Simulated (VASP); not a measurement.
A convergence study with VASP on CoO: one setting is varied, all else stays as given below, so the limit is that of these other settings.

```xyz
8
Lattice="2.9972 0.0000 0.0000 -2.9972 2.9972 0.0000 0.0000 0.0000 20.3580" Properties=species:S:1:pos:R:3 pbc="T T T"
Co     0.0000     0.0000     9.1193
Co    -1.4986     1.4986     7.0000
Co     0.0000     0.0000    13.3580
Co    -1.4986     1.4986    11.2387
O      1.4986     1.4986     9.1193
O      0.0000     0.0000     7.0000
O      1.4986     1.4986    13.3580
O      0.0000     0.0000    11.2387
```
Starting moments (μB, in the order of the record's atoms Co Co Co Co O O O O): 3.0 3.0 3.0 3.0 0.0 0.0 0.0 0.0.

Computed with PBE GGA, VASP's PBE PAW potentials (set 64) (plane waves; VASP). The tightest run used: 400 eV cut-off, 18×18×1 Γ-centred mesh, Fermi-Dirac smearing of 0.050 eV, potentials Co O.

The moments were started parallel, and other spin orders were not tried in this run.

```json
[
 {"setting": "3×3×1 mesh", "E (eV/atom)": "-6.4284", "largest force (eV/Å)": "0.392", "moment (μB)": "11.966", "irreducible k-points": "3"},
 {"setting": "4×4×1 mesh", "E (eV/atom)": "-6.4551", "largest force (eV/Å)": "0.205", "moment (μB)": "11.034", "irreducible k-points": "6"},
 {"setting": "5×5×1 mesh", "E (eV/atom)": "-6.4453", "largest force (eV/Å)": "0.252", "moment (μB)": "11.356", "irreducible k-points": "6"},
 {"setting": "6×6×1 mesh", "E (eV/atom)": "-6.4503", "largest force (eV/Å)": "0.270", "moment (μB)": "11.579", "irreducible k-points": "10"},
 {"setting": "7×7×1 mesh", "E (eV/atom)": "-6.4501", "largest force (eV/Å)": "0.240", "moment (μB)": "11.553", "irreducible k-points": "10"}
]
```

Problem. These are the cheaper rows. Estimate the results at 18×18×1 mesh, and how far the last row shown lies from them.

Solution. 
| quantity | tightest run | last row shown is off by |
|---|---|---|
| E (eV/atom) | -6.4485 | -0.0016 |
| largest force (eV/Å) | 0.253 | -0.014 |
| moment (μB) | 11.626 | -0.073 |

Left out are rungs that failed or repeat a setting and relaxations that didn't move; long series are thinned to 24 rows.

The cell is a sheet or thin cut with vacuum, built from a generated structure.
